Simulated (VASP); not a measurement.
# NbSiO4 (Cmmm) in VASP: settings compared

The runs below take NbSiO4 through relaxation of cell and atoms, single point, with PBE, r2SCAN.

All numbers are computed with VASP 6.6.1; they aren't measurements. Logs are shortened: lines on timing, memory, paths and dates and some standing lists are left out, and cuts for length are marked.

### 1 The structure

Symmetry: Cmmm, No. 65, orthorhombic system. Conventional cell: a = 6.462 Å, b = 6.556 Å, c = 2.806 Å, α = 90.00°, β = 90.00°, γ = 90.00°. Nb (site symmetry mmm) has 6 O at 2.04 to 2.06 Å as nearest neighbours. Around Si (site symmetry mmm) lie 6 O at 1.77 to 1.84 Å. O (site symmetry 2mm) is surrounded by 2 Si at 1.84 Å and 1 Nb at 2.04 Å. O (site symmetry m2m) is surrounded by 1 Si at 1.77 Å.

The cell was built by a generator and needn't be a form met in nature.

### 2 Relaxation of cell and atoms, PBE

Contents of INCAR:

```
ALGO = Normal
EDIFF = 1E-6
EDIFFG = -0.01
ENCUT = 520
GGA = PE
IBRION = 2
ISIF = 3
ISMEAR = 0
KPAR = 4
LASPH = T
LCHARG = F
LREAL = F
LWAVE = F
NELM = 120
NSW = 90
PREC = Accurate
SIGMA = 0.1
```

Contents of KPOINTS:

```
k-points
0
Gamma
  6 6 10
```

Contents of POSCAR:

```
NbSiO4
1.0
    3.2310000000     -3.2780000000      0.0000000000
    3.2310000000      3.2780000000      0.0000000000
    0.0000000000      0.0000000000      2.8060000000
Nb Si O
1 1 4
Direct
    0.5000000000      0.5000000000      0.5000000000
    0.0000000000      0.0000000000      0.0000000000
    0.1836892600      0.1836892600      0.5000000000
    0.8163107400      0.8163107400      0.5000000000
    0.2705918200      0.7294081800      0.0000000000
    0.7294081800      0.2705918200      0.0000000000
```

Potentials or basis: VASP PAW PBE potentials, release 64 (Nb_sv, Si, O).

Started as:

```console
> cat potpaw_PBE.64/Nb_sv/POTCAR potpaw_PBE.64/Si/POTCAR potpaw_PBE.64/O/POTCAR > POTCAR
> mpirun -np 4 vasp_std > vasp.out
```

OUTCAR:

```text
EDIFF = 1E-6
   EDIFFG = -0.01
   ENCUT = 520
   GGA = PE
   IBRION = 2
   ISIF = 3
   ISMEAR = 0
   LASPH = T
   LREAL = F
   NELM = 120
   NSW = 90
   PREC = Accurate

 ion  position               nearest neighbor table
   1  0.500  0.500  0.500-   3 2.04   4 2.04   5 2.06   6 2.06   5 2.06   6 2.06
   2  0.000  0.000  0.000-   5 1.77   6 1.77   3 1.84   4 1.84   3 1.84   4 1.84
   3  0.184  0.184  0.500-   2 1.84   2 1.84   1 2.04
   4  0.816  0.816  0.500-   2 1.84   2 1.84   1 2.04
   5  0.271  0.729  0.000-   2 1.77   1 2.06   1 2.06
   6  0.729  0.271  0.000-   2 1.77   1 2.06   1 2.06

  LATTYP: Found a base centered orthorhombic cell.
 ALAT       =     6.4620000000
 B/A-ratio  =     1.0145465800
 C/A-ratio  =     0.4342308883

  Lattice vectors:

 A1 = (   3.2310000000,  -3.2780000000,   0.0000000000)
 A2 = (   3.2310000000,   3.2780000000,   0.0000000000)
 A3 = (   0.0000000000,   0.0000000000,   2.8060000000)

Analysis of symmetry for initial positions (statically):
=====================================================================
 Subroutine PRICEL returns:
 Original cell was already a primitive cell.

 Routine SETGRP: Setting up the symmetry group for a
 base centered orthorhombic supercell.

 Subroutine GETGRP returns: Found  8 space group operations
 (whereof  8 operations were pure point group operations)
 out of a pool of  8 trial point group operations.

The static configuration has the point symmetry D_2h.

Analysis of symmetry for dynamics (positions and initial velocities):
=====================================================================
 Subroutine PRICEL returns:
 Original cell was already a primitive cell.

 Routine SETGRP: Setting up the symmetry group for a
 base centered orthorhombic supercell.

 Subroutine GETGRP returns: Found  8 space group operations
 (whereof  8 operations were pure point group operations)
 out of a pool of  8 trial point group operations.

The dynamic configuration has the point symmetry D_2h.

 Subroutine INISYM returns: Found  8 space group operations
 (whereof  8 operations are pure point group operations),
 and found     1 'primitive' translations

----------------------------------------------------------------------------------------

                                     Primitive cell

  volume of cell :      59.4379

  direct lattice vectors                    reciprocal lattice vectors
     3.231000000 -3.278000000  0.000000000     0.154750851 -0.152532032  0.000000000
     3.231000000  3.278000000  0.000000000     0.154750851  0.152532032  0.000000000
     0.000000000  0.000000000  2.806000000     0.000000000  0.000000000  0.356379187

  length of vectors
     4.602678025  4.602678025  2.806000000     0.217287475  0.217287475  0.356379187

  position of ions in fractional coordinates (direct lattice)
     0.500000000  0.500000000  0.500000000
     0.000000000  0.000000000  0.000000000
     0.183689260  0.183689260  0.500000000
     0.816310740  0.816310740  0.500000000
     0.270591820  0.729408180  0.000000000
     0.729408180  0.270591820  0.000000000

  ion indices of the primitive-cell ions
   primitive index   ion index
                 1           1
                 2           2
                 3           3
                 4           4
                 5           5
                 6           6

----------------------------------------------------------------------------------------

 KPOINTS: k-points

Automatic generation of k-mesh.
 Grid dimensions read from file:
 generate k-points for:    6    6   10

 Generating k-lattice:

  Cartesian coordinates                     Fractional coordinates (reciprocal lattice)
     0.025791809 -0.025422005  0.000000000     0.166666667  0.000000000  0.000000000
     0.025791809  0.025422005  0.000000000     0.000000000  0.166666667  0.000000000
     0.000000000  0.000000000  0.035637919     0.000000000  0.000000000  0.100000000

  Length of vectors
     0.036214579  0.036214579  0.035637919

  Shift w.r.t. Gamma in fractional coordinates (k-lattice)
     0.000000000  0.000000000  0.000000000

 Subroutine IBZKPT returns following result:
 ===========================================

 Found     78 irreducible k-points:

 Following reciprocal coordinates:
            Coordinates               Weight
  0.000000  0.000000  0.000000      1.000000
  0.166667  0.000000  0.000000      4.000000
  0.333333  0.000000  0.000000      4.000000
  0.500000  0.000000  0.000000      2.000000
  0.166667  0.166667  0.000000      2.000000
  0.333333  0.166667  0.000000      4.000000
[... 16 lines left out ...]
  0.333333  0.333333  0.100000      4.000000
  0.500000  0.333333  0.100000      8.000000
 [... further k-points ...]
   k-points           NKPTS =     78   k-points in BZ     NKDIM =     78   number of bands    NBANDS=     24
   number of dos      NEDOS =    301   number of ions     NIONS =      6
   total plane-waves  NPLWV =  31104
   dimension x,y,z NGX =    36 NGY =   36 NGZ =   24
   dimension x,y,z NGXF=    72 NGYF=   72 NGZF=   48
   ions per type =               1   1   4
   NGX,Y,Z   is equivalent  to a cutoff of  13.00, 13.00, 14.22 a.u.
   NGXF,Y,Z  is equivalent  to a cutoff of  26.01, 26.01, 28.44 a.u.
 SYSTEM =  unknown system
   PREC   = accura    normal or accurate (medium, high low for compatibility)
   ISTART =      0    job   : 0-new  1-cont  2-samecut
   ICHARG =      2    charge: 1-file 2-atom 10-const
   ISPIN  =      1    spin polarized calculation?
   LNONCOLLINEAR =      F non collinear calculations
   LSORBIT =      F    spin-orbit coupling
   LASPH  =      T    aspherical Exc in radial PAW
   ENCUT  =  520.0 eV  38.22 Ry    6.18 a.u.   8.56  8.56  5.22*2*pi/ulx,y,z
   NELM   =    120;   NELMIN=  2; NELMDL= -5     # of ELM steps
   EDIFF  = 0.1E-05   stopping-criterion for ELM
   LREAL  =      F    real-space projection
   EDIFFG = -.1E-01   stopping-criterion for IOM
   NSW    =     90    number of steps for IOM
   IBRION =      2    ionic relax: 0-MD 1-quasi-New 2-CG
   NFREE  =      1    steps in history (QN), initial steepest desc. (CG)
   ISIF   =      3    stress and relaxation
   ISYM   =      2    0-nonsym 1-usesym 2-fastsym
   POTIM  = 0.5000    time-step for ionic-motion
   TEBEG  =    0.0;   TEEND  =   0.0 temperature during run
   PSTRESS=    0.0 pullay stress
   NELECT =      41.0000    total number of electrons
   NUPDOWN=      -1.0000    fix difference up-down
   EMIN   =  10.00;   EMAX   =-10.00  energy-range for DOS
   EFERMI =   0.00;   METHOD = LEGACY
   ISMEAR =     0;   SIGMA  =   0.10  broadening in eV -4-tet -1-fermi 0-gaus
   EFERMI_NEDOS =   21; number of points for ismear=-14 and -15
   IALGO  =     38    algorithm
   IMIX   =      4    mixing-type and parameters
     AMIX     =   0.40;   BMIX     =  1.00
     AMIX_MAG =   1.60;   BMIX_MAG =  1.00
  volume/ion in A,a.u.               =       9.91        66.85
  Fermi-wavevector in a.u.,A,eV,Ry     =   1.446488  2.733467 28.467856  2.092328
  Thomas-Fermi vector in A             =   2.564551
   LORBIT       =      0    0 simple, 1 ext, 2 COOP (PROOUT), +10 PAW based schemes
   GGA     = PE    functional components
   LHFCALC =     F    Hartree Fock is set to
   AEXX    =    0.0000 exact exchange contribution
   IVDW    =     0    specifies the selected vdW correction
   LEPSILON=     F    determine dielectric tensor
   LRPA    =     F    only Hartree local field effects (RPA)
 conjugate gradient relaxation of ions
 non-spin polarized calculation
 Gauss-broadening in eV      SIGMA  =   0.10
  energy-cutoff  :      520.00
  volume of cell :       59.44
 maximum number of plane-waves:      1622
 NGX is ok and might be reduce to    36
   NGX = 17   NGY = 17   NGZ = 11

--------------------------------------- Ionic step        1  -------------------------------------------

 number of electron      40.9999997 magnetization

 Free energy of the ion-electron system (eV)
  ---------------------------------------------------
  ext. energy  EPLUGINS =         0.00000000
  ---------------------------------------------------
  free energy    TOTEN  =       -50.73305349 eV

  energy without entropy =      -50.72114125  energy(sigma->0) =      -50.72709737

------------------------ aborting loop because EDIFF is reached ----------------------------------------

  FORCE on cell =-STRESS in cart. coord.  units (eV):
  Direction    XX          YY          ZZ          XY          YZ          ZX
  --------------------------------------------------------------------------------------
  -------------------------------------------------------------------------------------
  Total       -0.0336022      0.1279176     -0.6241399     -0.0000000      0.0000000      0.0000000
  in kB       -0.9057642      3.4480790    -16.8239874     -0.0000000      0.0000000      0.0000000
  external PRESSURE =      -4.7605575 kB  Pullay stress =       0.0000000 kB
[... 145 lines left out ...]
  energy  without entropy=      -50.7223227131  energy(sigma->0) =      -50.72842464

--------------------------------------- Ionic step        5  -------------------------------------------

 number of electron      40.9999995 magnetization

 Free energy of the ion-electron system (eV)
  ---------------------------------------------------
  ext. energy  EPLUGINS =         0.00000000
  ---------------------------------------------------
  free energy    TOTEN  =       -50.73468452 eV

  energy without entropy =      -50.72250622  energy(sigma->0) =      -50.72859537

 E-fermi :   8.5956     XC(G=0): -11.7043

 val. band max:        8.5905445975   @ k =  -0.3333   0.1667   0.2000
 cond. band min:       8.6168598921   @ k =   0.5000   0.3333   0.4000
 fundamental gap:      0.0263152946
 Fermi energy:         8.5955748605

 k-point     1 :       0.0000    0.0000    0.0000
  band No.  band energies     occupation
      1     -48.0276      2.00000
      2     -24.3979      2.00000
      3     -24.0863      2.00000
      4     -23.4568      2.00000
      5     -13.6887      2.00000
      6     -11.0539      2.00000
[... 637 lines left out ...]
     23      10.8903      0.00000
     24      12.2443      0.00000

 [... further k-points ...]
[... 5 lines left out ...]
  --------------------------------------------------------------------------------------
  -------------------------------------------------------------------------------------
  Total        0.0084761      0.0052730     -0.0063506      0.0000000      0.0000000      0.0000000
  in kB        0.2289734      0.1424437     -0.1715540      0.0000000      0.0000000      0.0000000
  external PRESSURE =       0.0666211 kB  Pullay stress =       0.0000000 kB
[... 21 lines left out ...]
  FREE ENERGIE OF THE ION-ELECTRON SYSTEM (eV)
  ---------------------------------------------------
  free  energy   TOTEN  =       -50.7346845165 eV

  energy  without entropy=      -50.7225062151  energy(sigma->0) =      -50.72859537

 reached required accuracy - stopping structural energy minimisation
```

It took 55 s on 4 MPI ranks of Intel Xeon Platinum 8559C (Emerald Rapids), shared host; peak memory 0.26 GiB.

What came out:

| Property | Result |
| --- | --- |
| Free energy | -50.7347 eV |
| Relaxed volume | 9.88 Å³/atom |
| Relaxed cell | a = 4.608 Å, b = 4.608 Å, c = 2.794 Å, α = 90.00°, β = 90.00°, γ = 90.92° |
| Space group after relaxing (to 0.05 Å) | Cmmm (No. 65) |
| Energy gained by relaxing | 0.3 meV/atom |
| Ionic steps | 5 |
| Pressure after relaxing | 0.0 GPa |
| Largest force after relaxing | 0.009 eV/Å |
| Band gap on the k mesh | none (metal or under the smearing width) |

Forces on the atoms (eV/Å):
```
Nb   0.000  0.000  0.000
Si   0.000  0.000  0.000
O   -0.003  0.000  0.000
O    0.003  0.000  0.000
O    0.000 -0.009  0.000
O    0.000  0.009  0.000
```

The path:
| step | energy change (eV) | largest force (eV/Å) | pressure (GPa) | volume (Å³) |
| --- | --- | --- | --- | --- |
| 1 | 0.0000 | 0.0444 | -0.48 | 59.44 |
| 2 | -0.0014 | 0.0148 | 0.60 | 59.18 |
| 3 | -0.0014 | 0.0204 | 0.42 | 59.23 |
| 4 | -0.0015 | 0.0367 | -0.35 | 59.39 |
| 5 | -0.0016 | 0.0090 | 0.01 | 59.31 |

Final structure:
```xyz
6
Lattice="3.2320 -3.2845 0.0000 3.2320 3.2845 0.0000 0.0000 0.0000 2.7935" Properties=species:S:1:pos:R:3 pbc="T T T"
Nb    3.2320    0.0000    1.3968
Si    0.0000    0.0000    0.0000
O     1.1878    0.0000    1.3968
O     5.2763    0.0000    1.3968
O     3.2320    1.5095    0.0000
O     3.2320   -1.5095    0.0000
```

Caveat: an odd number of electrons without spin polarisation forces a metal; a magnetic or distorted state may lie lower.

(Part 1 of 2 ends here.)
